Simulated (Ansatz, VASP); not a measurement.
# Hf (Hafnium) in two plane-wave programs, part 2 of 2

Wanted: the spread between two codes on one cell, functional and k mesh. The cell is taken from a series of runs on this material, whose earlier steps may have relaxed, scaled, displaced or heated it; both programs get it as it stands.

VASP 6.6.1 and Ansatz 0.2.0.

So far: Starting point; VASP: zone-centre phonons, LDA.

**3. Ansatz: zone-centre phonons, LDA**

Level of this step: Ansatz beside VASP: Kohn-Sham DFT, plane waves, LDA (Ansatz).

Ansatz runs on its PAW soft_1 files.

The same cell, functional (in two slightly different forms), mesh and smearing now go to Ansatz, which takes its cutoff from its data sets.

Input file input.yaml:

```yaml
crystal:
  lattice:
    - [3.1300850785, 0.0, 0.0]
    - [-1.5650425393, 2.710733194, 0.0]
    - [0.0, 0.0, 4.8900362527]
  atoms:
    - { symbol: Hf, position: [0.3333333343, 0.6666666657, 0.25] }
    - { symbol: Hf, position: [0.6666666657, 0.3333333343, 0.75] }
kpoints:
  mp_grid: { grid: [15, 15, 8] }
hamiltonian:
  xc: lda
  pseudopotentials: { kind: paw, azcp: { folder: soft_1 }, xc_functional: pbe }
scf:
  occupations: { method: methfessel_paxton, width: 0.2 }
output:
  eigenvalues: true
phonons:
  method: dfpt
```

Started as:

```console
$ ansatz run input.yaml --threads 4 --pin off --max-ram 10240MiB --backend cpu --events-out ev --progress --plain --runs-dir out
```

Numbers of over 12 decimals in the logs are rounded to 6 here.

What it wrote:

```text
zone centre: on kpoints.mp_grid the ground state, and the responses unless they are solved on pairs of k-points, stand on 320 of the mesh's 1800 k-points, reduced under 4 symmetry operations, with k and −k counted as one. Each operation leaves every solved displacement unchanged or reverses it
Engine: ansatz 0.2.0, aarch64-unknown-linux-gnu
Pseudopotentials: kind: paw
Pseudopotential: Hf, paw, valence charge 26, recommended cutoff 420 eV (normal), soft_1/Hf.paw.azcp
Functional definition: SPW92
  exchange = slater_x
  correlation = pw_c
Crystal: 2 atoms, lattice volume = 41.491 Å³
Basis set: ecut = 420 eV, 797 PW (Γ), exchange–correlation on 48×48×72 points (8 copies of the dense FFT grid, shifted against one another)
Bands: 32, of which v1, the nominal top of the filled ones, is band 26 counted from 1 (25 counted from 0)
Symmetry: 24 space group operations
k-points: 320 of 1800 (irreducible under 4 space group operations, time reversal used)
Non-local potential: Hf, projectors of the file, l = 0: 3, l = 1: 2, l = 2: 2, l = 3: 3
PAW form: soft (Blöchl's): semilocal exchange-correlation on the pseudo side does not see the compensation charge
PAW frozen core: Hf, regenerated for the run's functional, and the local potential with it (the file was generated under x = pbe(κ = 0.804, μ = 0.219515), c = pbe(β = 0.066725))
PAW one-centre angular grid: Hf, 590 points (default); XC on 64 Gauss nodes
Initial density: superposition of atomic densities (chi_scale 0.1, normalization cell)
Initial wavefunctions: pseudopotential atomic-orbital guess
Functional: x = slater, c = lda
SCF iter   1: F=—  HF=-30955.204146 eV  |F-HF|=—  |Δ(HF+E_count)|=         —  Δρ=3.42e-2  dr2=5.67e-1  ethr=3.10e-3  ⟨swp⟩=5.0  Hψ=34983  notcnv=0
preconditioner: auto → Kerker (q_TF=auto, 2.833 Å⁻¹)  [metal: Δε(μ)=0.041 eV  Ē_g=16.990 eV  σ=0.200 eV  W_gap=0.17  n_scr=22 (ndim 8)  ℏωp=39.9 eV  f_vac=0.000  D(μ)=1.22/eV (n_scr^D=2)]
SCF iter   2: F=—  HF=-30955.072688 eV  |F-HF|=—  |Δ(HF+E_count)|=   1.31e-1  S|Δr|=    0.00e0  Δρ=2.13e-2  dr2=2.20e-1  ethr=1.09e-3  ⟨swp⟩=2.4  Hψ=19068  notcnv=0  defer=30
SCF iter   3: F=—  HF=-30955.020293 eV  |F-HF|=—  |Δ(HF+E_count)|=   5.24e-2  S|Δr|=    0.00e0  Δρ=8.34e-3  dr2=3.31e-2  ethr=4.22e-4  ⟨swp⟩=2.0  Hψ=16011  notcnv=0  defer=50
SCF iter   4: F=—  HF=-30954.981795 eV  |F-HF|=—  |Δ(HF+E_count)|=   3.85e-2  S|Δr|=    0.00e0  Δρ=3.12e-3  dr2=2.00e-3  ethr=6.36e-5  ⟨swp⟩=2.0  Hψ=18457  notcnv=0  defer=50
SCF iter   5: F=—  HF=-30954.982712 eV  |F-HF|=—  |Δ(HF+E_count)|=   9.17e-4  S|Δr|=    0.00e0  Δρ=6.24e-4  dr2=1.48e-4  ethr=3.85e-6  ⟨swp⟩=2.9  Hψ=18066  notcnv=0  defer=49
SCF iter   6: F=—  HF=-30954.982845 eV  |F-HF|=—  |Δ(HF+E_count)|=   1.33e-4  S|Δr|=    0.00e0  Δρ=1.39e-4  dr2=6.96e-6  ethr=2.85e-7  ⟨swp⟩=2.1  Hψ=18519  notcnv=0  defer=49
SCF iter   7: F=—  HF=-30954.982854 eV  |F-HF|=—  |Δ(HF+E_count)|=   8.91e-6  S|Δr|=    0.00e0  Δρ=3.04e-5  dr2=4.36e-7  ethr=1.34e-8  ⟨swp⟩=2.2  Hψ=18580  notcnv=0  defer=49
SCF iter   8: F=—  HF=-30954.982856 eV  |F-HF|=—  |Δ(HF+E_count)|=   1.99e-6  S|Δr|=    0.00e0  Δρ=5.54e-6  dr2=1.46e-8  ethr=8.39e-10  ⟨swp⟩=2.7  Hψ=18017  notcnv=0  defer=153
SCF iter   9: F=—  HF=-30954.982856 eV  |F-HF|=—  |Δ(HF+E_count)|=   5.53e-9  S|Δr|=    0.00e0  Δρ=1.01e-6  dr2=3.53e-10  ethr=2.80e-11  ⟨swp⟩=2.2  Hψ=17220  notcnv=0  defer=153
SCF iter  10: F=—  HF=-30954.982856 eV  |F-HF|=—  |Δ(HF+E_count)|=  3.64e-11  S|Δr|=    0.00e0  Δρ=2.11e-7  dr2=1.38e-11  ethr=1.00e-12  ⟨swp⟩=2.5  Hψ=18346  notcnv=0  defer=153
SCF iter  11: F=-30954.982856 eV  HF=-30954.982856 eV  |F-HF|=3.64e-12  |Δ(HF+E_count)|=  3.64e-12  S|Δr|=    0.00e0  Δρ=5.43e-8  dr2=6.23e-13  ethr=1.00e-12  ⟨swp⟩=10.3  Hψ=59708  notcnv=0
SCF 1 converged in 11 iterations: F = -30954.982856 eV  dr2 = 6.23e-13
  greatest PAW one-centre occupation: 0.998 electrons in one spin orbital (limit 2), on the Hf atom at site 1 (counted from 0), in its partial waves of l = 3
DFPT response loops at Γ: preconditioner auto → Kerker (q_TF=auto, 2.833 Å⁻¹) (partly filled bands, converged f_vac=0.000); β = 1.00, the filter's whole step (`scf.mixing.beta` (0.50) is not read by the response loops under this deck's `scf.mixing.preconditioner`; to damp them name `kerker` or `kerker_dos`, under which they read `scf.mixing.beta`, and type it under 1.00, their step now; both keys bind the ground state too); Broyden in place of MSR1
SCF converged after 11 iterations
Stability not checked: this state was not tested for a lower state beside it, because cold or Methfessel-Paxton smearing, or corrected tetrahedra, fill the levels in a way that the test cannot read (fill_not_monotonic; see scf.lower_state_search)
Free energy (F): -30954.982856 eV
Harris-Foulkes:  -30954.982856 eV  (|F-HF|=3.64e-12)
Internal energy: -30954.986970 eV  (E = F + TS)
E sigma→0 (E₀):  -30954.983885 eV
Entropy (-TS):   0.004114 eV (2.057 meV/atom)
Fermi energy:    19.410806 eV
Step filling:    the computed levels leave a gap of 0.0000 eV = 0.0 smearing widths at the electron count; against every level under it full and every level over it empty, smearing changes F+E_penalty+E_count by +1.808 meV and its σ→0 estimate by +0.780 meV
--- Per-component energies (eV) ---
  E_band       = 50.985706
  E_kinetic    = 825.341570
  E_local      = -12249.428392  (includes V_loc(G=0)·N_el)
  E_nonlocal   = 142.837429
  E_hartree    = 5988.934357
  E_xc         = -531.116504
  E_vxc        = -512.865535  (∫ρ·V_xc dr)
  E_paw        = -14907.687651  (= ΣΔE_a)
  E_vpaw       = -132.768270  (= ΣTr[D̂ρ^β])
  E_aug_tail   = 0.000216  (compensation charges beyond the density's cutoff)
  E_ewald      = -10228.782171
  E_core_change = 4.914176  (= ΣΔE_core)
  E_smearing   = 0.004114  (= −TS)
  E_closure    = -0.000000  (closes the sum)
  Σ components = -30954.982856   (vs F -30954.982856, Δ=0.00e0)
--- Band table (eV; the first three rows and the last of 320) ---
  k-point 0: bands = [... 22 lower, 11.7811, 15.4475, 20.4685, 20.4685, 20.5550, 20.9394, 21.4029, 21.4029, ... 2 higher]
  k-point 1: bands = [... 22 lower, 11.9426, 15.4019, 20.2778, 20.3639, 20.3639, 20.8008, 21.2610, 21.2610, ... 2 higher]
  k-point 2: bands = [... 22 lower, 12.4069, 15.1963, 19.7473, 20.2182, 20.2182, 20.4317, 20.9326, 20.9326, ... 2 higher]
  k-point 319: bands = [... 22 lower, 16.3541, 16.3541, 18.5748, 18.5748, 19.3637, 19.3637, 21.6461, 21.6461, ... 2 higher]
--- Phonons (Γ-DFPT): 2 representative perturbations + reference, on 320 of 1800 k-points (Σ response iterations 6) ---
  k mesh reduced under 4 symmetry operations, with k and −k counted as one. Each operation leaves every solved displacement unchanged or reverses it
  ASR residual: 3.343e-5 → 0.000e0 eV/Å²; symmetrization residual: 1.508e-9 eV/Å²
  ASR residual per site (eV/Å²): 3.34e-5 3.34e-5
  Γ frequencies (cm⁻¹): 0.00 0.00 0.00 74.81 74.81 121.32
  non-analytic LO–TO correction: not included (Born effective charges unavailable; polar crystals: no LO–TO splitting at Γ)
```

**4. Differences**

Known differences besides the potentials themselves: the two LDA forms differ slightly; the data sets hold 52 valence electrons in Ansatz (on its PAW soft_1 files) and 20 in VASP; the cutoff is 420 eV in Ansatz and 500 eV in VASP; VASP's log shows a relativistic correction to its local exchange, Ansatz's none. Total energies have different zeros and are not compared.

Both answers:

```csv
quantity,Ansatz,VASP,difference
optical mode 1 to 2 (cm⁻¹),74.8,73.8,+1.43 %
optical mode 3 (cm⁻¹),121.3,121.0,+0.26 %
```

Modes are paired by rising frequency, not by their patterns, so a pair may set unlike modes beside each other; they are those without the splitting of longitudinal modes.

**5. Results**

```
r.m.s. difference of the optical zone-centre modes, each program's sorted by frequency (zone-centre phonons, LDA) : 0.88 cm⁻¹
difference in optical mode 1 to 2 (zone-centre phonons, LDA)                                                      : +1.4 %
```

In words: The r.m.s. difference of the optical zone-centre modes, each program's sorted by frequency is 0.88 cm⁻¹ (zone-centre phonons, LDA). The data sets hold unlike numbers of valence electrons (52 in Ansatz and 20 in VASP), so part of the differences comes from the potentials. Among the rows given in per cent, the largest difference of the zone-centre phonons, LDA pair is in optical mode 1 to 2, +1.4 %. How closely two codes agree says nothing of how well the functional describes the real material.

[Lines on the potential files, build, host, timing and source positions are cut from VASP's logs without a mark.]

[Logs are printed without paths, hosts, clocks, repeated set-up lines and the standing remarks that a program may print on its own settings, such as how far it seeks lower states.]

[Hosts, paths, dates, database ids (printed as entryN), source tags and the programs' standing remarks are cut or masked in the printed files.]
